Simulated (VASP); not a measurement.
# MoSeS in VASP: relaxation of cell and atoms with LDA

Aim: the relaxation of cell and atoms of MoSeS with LDA.

Program: VASP 6.6.1. These are calculated values, not measurements. Logs are shortened: lines on timing, memory, paths and dates and some standing lists are left out, and cuts for length are marked.

## Step 1: Starting point

The cell holds a sheet with vacuum, 3 atoms: a = 3.240 Å, b = 3.240 Å, c = 19.200 Å, α = 90.00°, β = 90.00°, γ = 120.00°.

The cell was built by a generator and needn't be a form met in nature.

## Step 2: Relaxation of cell and atoms, LDA

Input file INCAR:

```
SYSTEM = MoSeS
PREC = Accurate
ENCUT = 600
EDIFF = 1E-6
ISMEAR = 0
SIGMA = 0.03
LREAL = .FALSE.
LASPH = .TRUE.
NELM = 120
ALGO = Normal
ISIF = 3
LWAVE = .FALSE.
LCHARG = .FALSE.
IBRION = 2
NSW = 60
EDIFFG = -0.005
LATTICE_CONSTRAINTS = .TRUE. .TRUE. .FALSE.
KPAR = 2
```

Input file KPOINTS:

```
regular mesh
0
G
  12 12 1
  0 0 0
```

Input file POSCAR:

```
MoSeS
1.0
    3.2400000000      0.0000000000      0.0000000000
   -1.6200000000      2.8059223100      0.0000000000
    0.0000000000      0.0000000000     19.2000000000
S Mo Se
1 1 1
Direct
    0.6666670000      0.3333330000      0.4166666700
    0.3333330000      0.6666670000      0.4963541700
    0.6666670000      0.3333330000      0.5833333300
```

Potentials or basis: VASP PAW LDA potentials, release 64 (S, Mo_sv, Se).

Launch:

```
$ cat potpaw_LDA.64/S/POTCAR potpaw_LDA.64/Mo_sv/POTCAR potpaw_LDA.64/Se/POTCAR > POTCAR
$ mpirun -np 2 vasp_std > vasp.out
```

OUTCAR:

```text
SYSTEM = MoSeS
   PREC = Accurate
   ENCUT = 600
   EDIFF = 1E-6
   ISMEAR = 0
   LREAL = .FALSE.
   LASPH = .TRUE.
   NELM = 120
   ISIF = 3
   IBRION = 2
   NSW = 60
   EDIFFG = -0.005

 ion  position               nearest neighbor table
   1  0.667  0.333  0.417-   2 2.42   2 2.42   2 2.42
   2  0.333  0.667  0.496-   1 2.42   1 2.42   1 2.42   3 2.51   3 2.51   3 2.51
   3  0.667  0.333  0.583-   2 2.51   2 2.51   2 2.51

  LATTYP: Found a hexagonal cell.
 ALAT       =     3.2400000000
 C/A-ratio  =     5.9259259259

  Lattice vectors:

 A1 = (   3.2400000000,   0.0000000000,   0.0000000000)
 A2 = (  -1.6200000000,   2.8059223100,   0.0000000000)
 A3 = (   0.0000000000,   0.0000000000,  19.2000000000)

Analysis of symmetry for initial positions (statically):
=====================================================================
 Subroutine PRICEL returns:
 Original cell was already a primitive cell.

 Routine SETGRP: Setting up the symmetry group for a
 hexagonal supercell.

 Subroutine GETGRP returns: Found  6 space group operations
 (whereof  6 operations were pure point group operations)
 out of a pool of 24 trial point group operations.

The static configuration has the point symmetry C_3v.

Analysis of symmetry for dynamics (positions and initial velocities):
=====================================================================
 Subroutine PRICEL returns:
 Original cell was already a primitive cell.

 Routine SETGRP: Setting up the symmetry group for a
 hexagonal supercell.

 Subroutine GETGRP returns: Found  6 space group operations
 (whereof  6 operations were pure point group operations)
 out of a pool of 24 trial point group operations.

The dynamic configuration has the point symmetry C_3v.

 Subroutine INISYM returns: Found  6 space group operations
 (whereof  6 operations are pure point group operations),
 and found     1 'primitive' translations

----------------------------------------------------------------------------------------

                                     Primitive cell

  volume of cell :     174.5508

  direct lattice vectors                    reciprocal lattice vectors
     3.240000000  0.000000000  0.000000000     0.308641975  0.178194527  0.000000000
    -1.620000000  2.805922310  0.000000000     0.000000000  0.356389055  0.000000000
     0.000000000  0.000000000 19.200000000     0.000000000  0.000000000  0.052083333

  length of vectors
     3.240000000  3.240000002 19.200000000     0.356389055  0.356389055  0.052083333

  position of ions in fractional coordinates (direct lattice)
     0.666667000  0.333333000  0.416666670
     0.333333000  0.666667000  0.496354170
     0.666667000  0.333333000  0.583333330

  ion indices of the primitive-cell ions
   primitive index   ion index
                 1           1
                 2           2
                 3           3

----------------------------------------------------------------------------------------

 KPOINTS: regular mesh

Automatic generation of k-mesh.
 Grid dimensions read from file:
 generate k-points for:   12   12    1

 Generating k-lattice:

  Cartesian coordinates                     Fractional coordinates (reciprocal lattice)
     0.025720165  0.014849544  0.000000000     0.083333333  0.000000000  0.000000000
     0.000000000  0.029699088  0.000000000     0.000000000  0.083333333  0.000000000
     0.000000000  0.000000000  0.052083333     0.000000000  0.000000000  1.000000000

  Length of vectors
     0.029699088  0.029699088  0.052083333

  Shift w.r.t. Gamma in fractional coordinates (k-lattice)
     0.000000000  0.000000000  0.000000000

 Subroutine IBZKPT returns following result:
 ===========================================

 Found     19 irreducible k-points:

 Following reciprocal coordinates:
            Coordinates               Weight
  0.000000  0.000000  0.000000      1.000000
  0.083333  0.000000  0.000000      6.000000
  0.166667  0.000000  0.000000      6.000000
  0.250000  0.000000  0.000000      6.000000
  0.333333 -0.000000  0.000000      6.000000
  0.416667  0.000000  0.000000      6.000000
[... 11 lines left out ...]
  0.333333  0.250000  0.000000     12.000000
  0.333333  0.333333  0.000000      2.000000
   k-points           NKPTS =     19   k-points in BZ     NKDIM =     19   number of bands    NBANDS=     17
   number of dos      NEDOS =    301   number of ions     NIONS =      3
   total plane-waves  NPLWV = 125440
   dimension x,y,z NGX =    28 NGY =   28 NGZ =  160
   dimension x,y,z NGXF=    56 NGYF=   56 NGZF=  320
   ions per type =               1   1   1
   NGX,Y,Z   is equivalent  to a cutoff of  14.37, 14.37, 13.85 a.u.
   NGXF,Y,Z  is equivalent  to a cutoff of  28.73, 28.73, 27.71 a.u.
 SYSTEM =  MoSeS
   PREC   = accura    normal or accurate (medium, high low for compatibility)
   ISTART =      0    job   : 0-new  1-cont  2-samecut
   ICHARG =      2    charge: 1-file 2-atom 10-const
   ISPIN  =      1    spin polarized calculation?
   LNONCOLLINEAR =      F non collinear calculations
   LSORBIT =      F    spin-orbit coupling
   LASPH  =      T    aspherical Exc in radial PAW
   ENCUT  =  600.0 eV  44.10 Ry    6.64 a.u.   6.47  6.47 38.35*2*pi/ulx,y,z
   NELM   =    120;   NELMIN=  2; NELMDL= -5     # of ELM steps
   EDIFF  = 0.1E-05   stopping-criterion for ELM
   LREAL  =      F    real-space projection
   EDIFFG = -.5E-02   stopping-criterion for IOM
   NSW    =     60    number of steps for IOM
   IBRION =      2    ionic relax: 0-MD 1-quasi-New 2-CG
   NFREE  =      1    steps in history (QN), initial steepest desc. (CG)
   ISIF   =      3    stress and relaxation
   ISYM   =      2    0-nonsym 1-usesym 2-fastsym
   POTIM  = 0.5000    time-step for ionic-motion
   TEBEG  =    0.0;   TEEND  =   0.0 temperature during run
   PSTRESS=    0.0 pullay stress
   NELECT =      26.0000    total number of electrons
   NUPDOWN=      -1.0000    fix difference up-down
   EMIN   =  10.00;   EMAX   =-10.00  energy-range for DOS
   EFERMI =   0.00;   METHOD = LEGACY
   ISMEAR =     0;   SIGMA  =   0.03  broadening in eV -4-tet -1-fermi 0-gaus
   EFERMI_NEDOS =   21; number of points for ismear=-14 and -15
   IALGO  =     38    algorithm
   IMIX   =      4    mixing-type and parameters
     AMIX     =   0.40;   BMIX     =  1.00
     AMIX_MAG =   1.60;   BMIX_MAG =  1.00
  volume/ion in A,a.u.               =      58.18       392.64
  Fermi-wavevector in a.u.,A,eV,Ry     =   0.867811  1.639926 10.246500  0.753097
  Thomas-Fermi vector in A             =   1.986399
   LORBIT       =      0    0 simple, 1 ext, 2 COOP (PROOUT), +10 PAW based schemes
   GGA     = CA    functional components
   LHFCALC =     F    Hartree Fock is set to
   AEXX    =    0.0000 exact exchange contribution
   IVDW    =     0    specifies the selected vdW correction
   LEPSILON=     F    determine dielectric tensor
   LRPA    =     F    only Hartree local field effects (RPA)
 conjugate gradient relaxation of ions
 non-spin polarized calculation
 Gauss-broadening in eV      SIGMA  =   0.03
  energy-cutoff  :      600.00
  volume of cell :      174.55
 maximum number of plane-waves:      5897
 NGX is ok and might be reduce to    28
   NGX = 13   NGY = 13   NGZ = 77

--------------------------------------- Ionic step        1  -------------------------------------------

 number of electron      26.0000001 magnetization

 Free energy of the ion-electron system (eV)
  ---------------------------------------------------
  ext. energy  EPLUGINS =         0.00000000
  ---------------------------------------------------
  free energy    TOTEN  =       -23.38055376 eV

  energy without entropy =      -23.38055376  energy(sigma->0) =      -23.38055376

------------------------ aborting loop because EDIFF is reached ----------------------------------------

  FORCE on cell =-STRESS in cart. coord.  units (eV):
  Direction    XX          YY          ZZ          XY          YZ          ZX
  --------------------------------------------------------------------------------------
  -------------------------------------------------------------------------------------
  Total       -1.8066612     -1.8066612     -0.7844580      0.0000000     -0.0000000      0.0000000
  in kB      -16.5830887    -16.5830887     -7.2004291      0.0000000     -0.0000000      0.0000000
  external PRESSURE =     -13.4555355 kB  Pullay stress =       0.0000000 kB

 VOLUME and BASIS-vectors are now :
 -----------------------------------------------------------------------------
  energy-cutoff  :      600.00
  volume of cell :      174.55
      direct lattice vectors                 reciprocal lattice vectors
     3.240000000  0.000000000  0.000000000     0.308641975  0.178194527  0.000000000
    -1.620000000  2.805922310  0.000000000     0.000000000  0.356389055  0.000000000
     0.000000000  0.000000000 19.200000000     0.000000000  0.000000000  0.052083333
[... 75 lines left out ...]
 POSITION                                       TOTAL-FORCE (eV/Angst)
 -----------------------------------------------------------------------------------
      1.59671      0.92186      8.01192        -0.000000     -0.000000     -0.168143
     -0.00000      1.84372      9.51815         0.000000      0.000000      0.009577
      1.59671      0.92186     11.19993        -0.000000     -0.000000      0.158566
 -----------------------------------------------------------------------------------
    total drift:                                0.001569     -0.000906      0.000042

  FREE ENERGIE OF THE ION-ELECTRON SYSTEM (eV)
  ---------------------------------------------------
  free  energy   TOTEN  =       -23.4133838811 eV

  energy  without entropy=      -23.4133838811  energy(sigma->0) =      -23.41338388

[... ionic steps 4 to 7 ...]

--------------------------------------- Ionic step        8  -------------------------------------------

 number of electron      26.0000000 magnetization

------------------------ aborting loop because EDIFF is reached ----------------------------------------

  FORCE on cell =-STRESS in cart. coord.  units (eV):
  Direction    XX          YY          ZZ          XY          YZ          ZX
  --------------------------------------------------------------------------------------
  -------------------------------------------------------------------------------------
  Total        0.0479652      0.0479652      0.0301141     -0.0000000      0.0000000      0.0000000
  in kB        0.4561905      0.4561905      0.2864105     -0.0000000      0.0000000      0.0000000
  external PRESSURE =       0.3995971 kB  Pullay stress =       0.0000000 kB

 VOLUME and BASIS-vectors are now :
 -----------------------------------------------------------------------------
  energy-cutoff  :      600.00
  volume of cell :      168.46
      direct lattice vectors                 reciprocal lattice vectors
     3.182947724 -0.000000000  0.000000000     0.314174183  0.181388549  0.000000000
    -1.591473862  2.756513590  0.000000000     0.000000000  0.362777098  0.000000000
     0.000000000  0.000000000 19.200000000     0.000000000  0.000000000  0.052083333
[... 38 lines left out ...]
 POSITION                                       TOTAL-FORCE (eV/Angst)
 -----------------------------------------------------------------------------------
      1.59275      0.91957      7.99950         0.000000     -0.000000      0.015781
     -0.00000      1.83915      9.51804        -0.000000      0.000000      0.000849
      1.59275      0.91957     11.21247         0.000000     -0.000000     -0.016629
 -----------------------------------------------------------------------------------
    total drift:                                0.001561     -0.000901      0.000150

  FREE ENERGIE OF THE ION-ELECTRON SYSTEM (eV)
  ---------------------------------------------------
  free  energy   TOTEN  =       -23.4156122469 eV

  energy  without entropy=      -23.4156122469  energy(sigma->0) =      -23.41561225

--------------------------------------- Ionic step       10  -------------------------------------------

 number of electron      26.0000000 magnetization

 Free energy of the ion-electron system (eV)
  ---------------------------------------------------
  ext. energy  EPLUGINS =         0.00000000
  ---------------------------------------------------
  free energy    TOTEN  =       -23.41565817 eV

  energy without entropy =      -23.41565817  energy(sigma->0) =      -23.41565817

 E-fermi :  -1.5999     XC(G=0):  -4.2073

 val. band max:       -1.7651564987   @ k =   0.3333   0.3333   0.0000
 cond. band min:      -0.0108043965   @ k =   0.3333   0.3333   0.0000
 fundamental gap:      1.7543521021
 Fermi energy:        -1.5998506642

 k-point     1 :       0.0000    0.0000    0.0000
  band No.  band energies     occupation
      1     -62.1331      2.00000
      2     -36.5313      2.00000
      3     -36.2615      2.00000
      4     -36.2615      2.00000
      5     -16.1797      2.00000
      6     -14.7592      2.00000
[... 9 lines left out ...]
     16       1.6351      0.00000
     17       1.6351      0.00000
[... 380 lines left out ...]
 POSITION                                       TOTAL-FORCE (eV/Angst)
 -----------------------------------------------------------------------------------
      1.59186      0.91906      7.99984        -0.000000      0.000000     -0.002002
     -0.00000      1.83812      9.51808         0.000000     -0.000000     -0.000672
      1.59186      0.91906     11.21208        -0.000000      0.000000      0.002675
 -----------------------------------------------------------------------------------
    total drift:                                0.001560     -0.000901      0.000335

  FREE ENERGIE OF THE ION-ELECTRON SYSTEM (eV)
  ---------------------------------------------------
  free  energy   TOTEN  =       -23.4156581749 eV

  energy  without entropy=      -23.4156581749  energy(sigma->0) =      -23.41565817

 reached required accuracy - stopping structural energy minimisation
```

Run time: 2.5 min. Hardware: 2 MPI ranks of AMD EPYC 9R14 (Zen 4), shared host; peak memory 0.32 GiB.

What came out:

```
Free energy                            : -23.4157 eV
Relaxed volume                         : 56.18 Å³/atom
Relaxed cell                           : a = 3.184 Å, b = 3.184 Å, c = 19.200 Å, α = 90.00°, β = 90.00°, γ = 120.00°
Space group after relaxing (to 0.05 Å) : P3m1 (No. 156)
Energy gained by relaxing              : 11.7 meV/atom
Ionic steps                            : 10
Band gap on the k mesh                 : 1.75 eV, direct
```

Forces on the atoms (eV/Å):
```
S    0.000  0.000 -0.002
Mo   0.000  0.000 -0.001
Se   0.000  0.000  0.003
```

Step by step:
```tsv
step	energy change (eV)	largest force (eV/Å)	pressure (GPa)	volume (Å³)
1	0.0000	0.4993	-1.35	174.55
2	0.0038	0.9553	1.85	164.56
3	-0.0328	0.1681	0.10	169.57
4	-0.0328	0.1822	0.13	169.47
5	-0.0347	0.0813	0.07	168.88
6	-0.0351	0.0029	0.02	168.40
7	-0.0351	0.0089	0.03	168.44
8	-0.0351	0.0116	0.04	168.46
9	-0.0351	0.0166	-0.06	168.73
10	-0.0351	0.0027	0.00	168.54
```

Final structure:
```cif
data_structure
_symmetry_space_group_name_H-M 'P 1'
_symmetry_Int_Tables_number 1
_cell_length_a 3.1837
_cell_length_b 3.1837
_cell_length_c 19.2000
_cell_angle_alpha 90.000
_cell_angle_beta 90.000
_cell_angle_gamma 120.000
_cell_volume 168.54
loop_
_atom_site_label
_atom_site_type_symbol
_atom_site_fract_x
_atom_site_fract_y
_atom_site_fract_z
_atom_site_occupancy
S1 S 0.66667 0.33333 0.41666 1
Mo1 Mo 0.33333 0.66667 0.49573 1
Se1 Se 0.66667 0.33333 0.58396 1
```

Levels at points of the mesh, in eV from the valence-band top:
```tsv
k point	band 10	band 11	band 12	band 13	band 14	band 15	band 16	band 17
(0.00, 0.00, 0.00)	-2.02	-1.14	-1.14	-0.10	3.02	3.02	3.40	3.40
(0.50, 0.00, 0.00)	-3.02	-1.92	-0.62	-0.61	2.30	2.70	3.83	4.44
```
